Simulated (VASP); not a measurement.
```
CELL_PARAMETERS angstrom
      6.11033     0.00000     0.00000
      0.00000     6.11033     0.00000
      0.00000     0.00000     6.11033
ATOMIC_POSITIONS crystal
  Cs 0.00000 0.00000 0.00000
  Sn 0.50000 0.50000 0.50000
  I  0.50000 0.00000 0.50000
  I  0.00000 0.50000 0.50000
  I  0.50000 0.50000 0.00000
```

The numbers are results of PW91 GGA, VASP's PBE PAW potentials (set 64) (plane waves; VASP), not measurements. Settings: 520 eV cut-off, 4×4×4 Γ-centred mesh, Gaussian smearing of 0.050 eV, potentials Cs_sv Sn_d I.

**Question.** Give the stress tensor in GPa (positive for a compressed cell).

**Answer.** 
```
1.74  0.00  0.00
0.00  1.74  0.00
0.00  0.00  1.74
```
The pressure is its mean diagonal, 1.74 GPa.

The compound is CsSnI3 in the cubic perovskite structure, the ideal cubic form; the compound distorts at low or room temperature. This cell is one point of a volume scan, at 0.94 of the reference volume.
